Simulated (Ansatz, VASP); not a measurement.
## Ga3CuAs3Cl in two plane-wave programs

Aim: how closely do two programs agree when they are given the same cell, functional and k mesh? The cell is generated by rule, not measured, and may not be a known phase. The cell is taken from a series of runs on this material, whose earlier steps may have relaxed, scaled, displaced or heated it; both programs get it as it stands.

Program: Ansatz 0.2.0. Level of theory: plane waves, with VASP 6.6.1 beside it; relaxation of cell and atoms at PBEsol. Results are calculated unless marked as measured.

The structure was built from a prototype and need not be the compound's stable phase.

## 1. Set-up

Symmetry: Pmm2, No. 25, orthorhombic system. Conventional cell: a = 3.997 Å, b = 4.063 Å, c = 11.086 Å, α = 90.00°, β = 90.00°, γ = 90.00°. As has 4 Ga at 2.42 to 2.50 Å nearest. As has 4 Ga at 2.43 to 2.49 Å nearest. Nearest to As lie 2 Cu at 2.29 Å and 2 Ga at 2.43 Å. Nearest to Cl lie 2 Ga at 2.44 Å and 2 Cu at 2.60 Å. Nearest to Cu lie 2 As at 2.29 Å and 2 Cl at 2.60 Å. Nearest to Ga lie 2 As at 2.42 Å and 2 Cl at 2.44 Å. Farther neighbours and most contacts between anions are not listed.

Structure file:

```xyz
8
Lattice="2.8262 2.8262 0.0000 -2.8733 2.8733 0.0000 0.0000 0.0000 11.0858" Properties=species:S:1:pos:R:3 pbc="T T T"
As    1.4131    1.4131    1.3560
As   -1.4366    1.4366    4.1891
As    1.4131    1.4131    7.0129
Cl   -1.4366    1.4366    9.7341
Cu   -0.0235    2.8497    8.0726
Ga    0.0000    0.0000   11.0762
Ga   -0.0235    2.8497    2.8105
Ga    0.0000    0.0000    5.6346
```

## 2. VASP: relaxation of cell and atoms, PBEsol

The relaxed volume is the usual yardstick between codes: in a stiff, nearly cubic crystal its relative difference is about their pressure difference at one cell divided by the bulk modulus.

Lines of VASP's logs that name or quote its potential files are left out, and so is its time.

The input, INCAR:

```
SYSTEM = Ga3CuAs3Cl
PREC = Accurate
ENCUT = 600
EDIFF = 1E-07
NELM = 120
ISMEAR = 0
SIGMA = 0.1
LREAL = .FALSE.
ALGO = Normal
GGA = PS
NBANDS = 44
LASPH = .TRUE.
LORBIT = 11
LWAVE = .FALSE.
LCHARG = .FALSE.
ISIF = 3
IBRION = 2
NSW = 80
EDIFFG = -0.005
GGA_COMPAT = .FALSE.
NELMIN = 4
KPAR = 2
```

The input, POSCAR:

```
Ga3CuAs3Cl
1.0
    2.8262100000      2.8262100000      0.0000000000
   -2.8732760000      2.8732760000      0.0000000000
    0.0000000000      0.0000000000     11.0857910000
As Cl Cu Ga
3 1 1 3
Direct
    0.5000000000      0.0000000000      0.1223180195
    0.0000000000      0.5000000000      0.3778798464
    0.5000000000      0.0000000000      0.6326037538
    0.0000000000      0.5000000000      0.8780669778
    0.5000000000      0.5000000000      0.7281941361
    0.0000000000      0.0000000000      0.9991393487
    0.5000000000      0.5000000000      0.2535230910
    0.0000000000      0.0000000000      0.5082746012
```

The input, KPOINTS:

```
Automatic mesh
0
Gamma
10 10 4
0 0 0
```

The projector-augmented-wave data sets are As, Cl, Cu and Ga_d (PBE family, release 64).

Run with:

```console
> mpirun -np 2 vasp_std
```

Numbers of over 12 decimals in the logs are rounded to 6 here.

What it wrote:

```text
[banner, memory and clock lines left out]
running    2 mpi-ranks, on    1 nodes
 distrk:  each k-point on    1 cores,    2 groups
 distr:  one band on    1 cores,    1 groups

 POSCAR found type information on POSCAR AsClCuGa
 POSCAR found :  4 types and       8 ions
|                                                                             |
|               ----> ADVICE to this user running VASP <----                  |
|                                                                             |
|     You enforced a specific xc type in the INCAR file but a different       |
|     [... a line on the potential file left out ...]
|     I HOPE YOU KNOW WHAT YOU ARE DOING!                                     |
|                                                                             |

 LDA part: xc-table for (Slater+PW92), standard interpolation
 POSCAR, INCAR and KPOINTS ok, starting setup
 FFT: planning ... GRIDC
 FFT: planning ... GRID_SOFT
 FFT: planning ... GRID
 WAVECAR not read
 entering main loop
       N       E                     dE             d eps       ncg     rms          rms(c)
DAV:   1     0.707923868025E+03    0.70792E+03   -0.34933E+04 10072   0.245E+03
DAV:   2     0.962954745584E+02   -0.61163E+03   -0.59360E+03  9776   0.628E+02
DAV:   3    -0.247734136627E+02   -0.12107E+03   -0.11697E+03 11412   0.209E+02
DAV:   4    -0.348484967996E+02   -0.10075E+02   -0.99116E+01 13124   0.576E+01
DAV:   5    -0.352344230549E+02   -0.38593E+00   -0.38368E+00 13232   0.112E+01    0.127E+01
DAV:   6    -0.352318423708E+02    0.25807E-02   -0.43699E+01 11544   0.756E+01    0.892E+00
DAV:   7    -0.331566194244E+02    0.20752E+01   -0.92868E+00 12064   0.652E+01    0.504E+00
DAV:   8    -0.335296244534E+02   -0.37301E+00   -0.49325E+00 13888   0.240E+01    0.617E+00
DAV:   9    -0.335646157877E+02   -0.34991E-01   -0.96511E+00 12996   0.356E+01    0.350E+00
DAV:  10    -0.332835039562E+02    0.28111E+00   -0.82905E-01 12856   0.188E+01    0.147E+00
DAV:  11    -0.332538421729E+02    0.29662E-01   -0.21624E-01 14408   0.538E+00    0.563E-01
DAV:  12    -0.332512122943E+02    0.26299E-02   -0.47085E-02 14152   0.207E+00    0.166E-01
DAV:  13    -0.332513223369E+02   -0.11004E-03   -0.41289E-03 13140   0.654E-01    0.105E-01
DAV:  14    -0.332513076272E+02    0.14710E-04   -0.13550E-03 11980   0.586E-01    0.638E-02
DAV:  15    -0.332512661719E+02    0.41455E-04   -0.30401E-04 13464   0.222E-01    0.335E-02
DAV:  16    -0.332512559445E+02    0.10227E-04   -0.41481E-05 13696   0.846E-02    0.183E-02
DAV:  17    -0.332512570188E+02   -0.10742E-05   -0.25632E-05 14600   0.306E-02    0.624E-03
DAV:  18    -0.332512560005E+02    0.10183E-05   -0.60813E-06 13144   0.281E-02    0.445E-03
DAV:  19    -0.332512560064E+02   -0.59590E-08   -0.87100E-07  9944   0.387E-03
   1 F= -.33251256E+02 E0= -.33247353E+02  d E =-.332513E+02
[...]
2 F= -.33251828E+02 E0= -.33247948E+02  d E =-.572190E-03
[...]
3 F= -.33251828E+02 E0= -.33247948E+02  d E =-.571937E-03
[...]
4 F= -.33251940E+02 E0= -.33248073E+02  d E =-.111948E-03
[...]
5 F= -.33252092E+02 E0= -.33248264E+02  d E =-.264402E-03
[...]
6 F= -.33252157E+02 E0= -.33248358E+02  d E =-.647815E-04
[...]
7 F= -.33252157E+02 E0= -.33248356E+02  d E =-.650474E-04
 curvature:  -0.92 expect dE=-0.162E-04 dE for cont linesearch -0.409E-07
 trial: gam= 0.23818 g(F)=  0.726E-05 g(S)=  0.103E-04 ort =-0.298E-05 (trialstep = 0.117E+01)
 search vector abs. value=  0.275E-04
 bond charge predicted
       N       E                     dE             d eps       ncg     rms          rms(c)
DAV:   1    -0.332521998147E+02   -0.42384E-04   -0.59684E-03 11796   0.502E-01    0.498E-02
DAV:   2    -0.332521899086E+02    0.99062E-05   -0.51249E-04 12272   0.341E-01    0.300E-02
DAV:   3    -0.332521767361E+02    0.13172E-04   -0.16135E-04 13012   0.216E-01    0.207E-02
DAV:   4    -0.332521703394E+02    0.63967E-05   -0.17638E-05 13432   0.509E-02    0.858E-03
DAV:   5    -0.332521691710E+02    0.11684E-05   -0.38769E-06 14728   0.247E-02    0.204E-03
DAV:   6    -0.332521691420E+02    0.29055E-07   -0.82273E-07 11304   0.969E-03
   8 F= -.33252169E+02 E0= -.33248372E+02  d E =-.117495E-04
 trial-energy change:   -0.000012  1 .order   -0.000014   -0.000020   -0.000007
 step:   1.8763(harm=  1.8763)  dis= 0.00114  next Energy=   -33.252173 (dE=-0.158E-04)
 reached required accuracy - stopping structural energy minimisation
```

OUTCAR, selected parts (step 2):

```text
ion  position               nearest neighbor table
   1  0.500  0.000  0.122-   6 2.42   6 2.42   7 2.50   7 2.50
   2  0.000  0.500  0.378-   7 2.43   7 2.43   8 2.49   8 2.49
   3  0.500  0.000  0.633-   5 2.29   5 2.29   8 2.43   8 2.43
   4  0.000  0.500  0.878-   6 2.44   6 2.44   5 2.60   5 2.60
   5  0.500  0.500  0.728-   3 2.29   3 2.29   4 2.60   4 2.60
   6  0.000  0.000  0.999-   1 2.42   1 2.42   4 2.44   4 2.44
   7  0.500  0.500  0.254-   2 2.43   2 2.43   1 2.50   1 2.50
   8  0.000  0.000  0.508-   3 2.43   3 2.43   2 2.49   2 2.49

  LATTYP: Found a simple orthorhombic cell.
 ALAT       =     3.9968645121
 B/A-ratio  =     1.0166533980
 C/A-ratio  =     2.7736219145

 Subroutine GETGRP returns: Found  4 space group operations
 (whereof  4 operations were pure point group operations)

The static configuration has the point symmetry C_2v.

 Found    108 irreducible k-points:

   k-points           NKPTS =    108   k-points in BZ     NKDIM =    108   number of bands    NBANDS=     44

   dimension x,y,z NGX =    32 NGY =   32 NGZ =   90
   dimension x,y,z NGXF=    64 NGYF=   64 NGZF=  180

   ENCUT  =  600.0 eV  44.10 Ry    6.64 a.u.   7.98  8.12 22.14*2*pi/ulx,y,z

   NELECT =      72.0000    total number of electrons

 k-points in reciprocal lattice and weights: Automatic mesh
   0.00000000  0.00000000  0.00000000       0.003
   0.10000000  0.00000000  0.00000000       0.005
   0.20000000  0.00000000  0.00000000       0.005
   0.30000000  0.00000000  0.00000000       0.005
   0.40000000  0.00000000  0.00000000       0.005
   0.50000000  0.00000000  0.00000000       0.003
   0.00000000  0.10000000  0.00000000       0.005
   0.10000000  0.10000000  0.00000000       0.010
   0.20000000  0.10000000  0.00000000       0.010
[...]
0.40000000  0.50000000  0.50000000       0.005
   0.50000000  0.50000000  0.50000000       0.003

 average (electrostatic) potential at core
       1 -50.9666       2 -50.3835       3 -49.7780       4 -93.9104       5 -66.4352
       6 -67.2974       7 -66.6398       8 -66.0110

 E-fermi :   4.0177

 k-point     1 :       0.0000    0.0000    0.0000
  band No.  band energies     occupation
    ...
     32       2.2121      2.00000
     33       2.4253      2.00000
     34       3.0426      2.00000
     35       3.4127      2.00000
     36       3.5885      2.00000
     37       4.3197      0.00002
     38       4.9104      0.00000
     39       4.9317      0.00000
     40       5.7287      0.00000
     41       6.0522      0.00000
    ...

 k-point     2 :       0.1000    0.0000    0.0000
  band No.  band energies     occupation
    ...
     32       2.0911      2.00000
     33       2.4552      2.00000
     34       2.5909      2.00000
     35       3.3126      2.00000
     36       3.9764      1.44108
     37       4.3280      0.00001
     38       5.0601      0.00000
     39       5.5615      0.00000
     40       5.8170      0.00000
     41       6.4850      0.00000
    ...

 k-point     3 :       0.2000    0.0000    0.0000
  band No.  band energies     occupation
    ...
     31       1.9382      2.00000
     32       2.0175      2.00000
     33       2.3491      2.00000
     34       2.5284      2.00000
     35       3.1706      2.00000
     36       4.1123      0.18133
     37       4.3476      0.00000
     38       5.2091      0.00000
     39       5.7380      0.00000
     40       6.8535      0.00000
    ...

  Total        0.0170404      0.0170404      0.0225951      0.0062446      0.0000000      0.0000000
  in kB        0.1512224      0.1512224      0.2005169      0.0554164      0.0000000      0.0000000
  external PRESSURE =       0.1676539 kB  Pullay stress =       0.0000000 kB

  energy-cutoff  :      600.00
  volume of cell :      180.54
      direct lattice vectors                 reciprocal lattice vectors
     2.828032348  2.828032348  0.000000000     0.176801372  0.176801372  0.000000000
    -2.885975050  2.885975050  0.000000000    -0.173251671  0.173251671  0.000000000
     0.000000000  0.000000000 11.060317911     0.000000000  0.000000000  0.090413314

 POSITION                                       TOTAL-FORCE (eV/Angst)
 -----------------------------------------------------------------------------------
      1.41402      1.41402      1.35169         0.000000     -0.000000     -0.000356
     -1.44299      1.44299      4.17942         0.000000     -0.000000      0.004970
      1.41402      1.41402      7.00033         0.000000     -0.000000      0.000428
     -1.44299      1.44299      9.71726         0.000000     -0.000000      0.003515
     -0.02897      2.85700      8.04663         0.000000     -0.000000     -0.003959
     -2.88598      2.88598     11.05040         0.000000     -0.000000     -0.001719
     -0.02897      2.85700      2.80170         0.000000     -0.000000     -0.001377
      0.00000      0.00000      5.62399        -0.000000      0.000000     -0.001502
 -----------------------------------------------------------------------------------
    total drift:                                0.000000     -0.000000      0.000826

  FREE ENERGIE OF THE ION-ELECTRON SYSTEM (eV)
  ---------------------------------------------------
  free  energy   TOTEN  =       -33.2521691420 eV

  energy  without entropy=      -33.2445747627  energy(sigma->0) =      -33.24837195

 reached required accuracy - stopping structural energy minimisation

 total charge
# of ion       s       p       d       tot
------------------------------------------
    1        1.225   1.565   0.031   2.821
    2        1.224   1.559   0.031   2.814
    3        1.210   1.578   0.045   2.833
    4        1.610   3.426   0.000   5.036
    5        0.439   0.278   9.255   9.971
    6        0.943   0.640  10.001  11.583
    7        0.897   0.772   9.990  11.660
    8        0.896   0.773   9.991  11.660
--------------------------------------------------
tot          8.443  10.591  39.344  58.378

[... 3 further parts left out ...]
```

CONTCAR:

```
Ga3CuAs3Cl
   1.00000000000000
     2.8280323484690322    2.8280323484690322    0.0000000000000000
    -2.8859750504264521    2.8859750504264521    0.0000000000000000
     0.0000000000000000    0.0000000000000000   11.0603179112013930
  As              Cl              Cu              Ga
     3     1     1     3
Direct
     0.5000000000000000    0.0000000000000000    0.1222107631553796
     0.0000000000000000    0.5000000000000000    0.3778753425303545
     0.5000000000000000    0.0000000000000000    0.6329233859303687
     0.0000000000000000    0.5000000000000000    0.8785698350745148
     0.5000000000000000    0.5000000000000000    0.7275226267888840
     0.0000000000000000    1.0000000000000000    0.9991029070354905
     0.5000000000000000    0.5000000000000000    0.2533110086897170
     0.0000000000000000    0.0000000000000000    0.5084839052952881
```

This run has no spin polarisation, so a moment on Cu, if there is one, isn't seen.

(Part 1 of 2 ends here.)

[Lines on the potential files, build, host, timing and source positions are cut from VASP's logs without a mark.]

[Logs are printed without paths, hosts, clocks, repeated set-up lines and the standing remarks that a program may print on its own settings, such as how far it seeks lower states.]

[Hosts, paths, dates, database ids (printed as entryN), source tags and the programs' standing remarks are cut or masked in the printed files.]
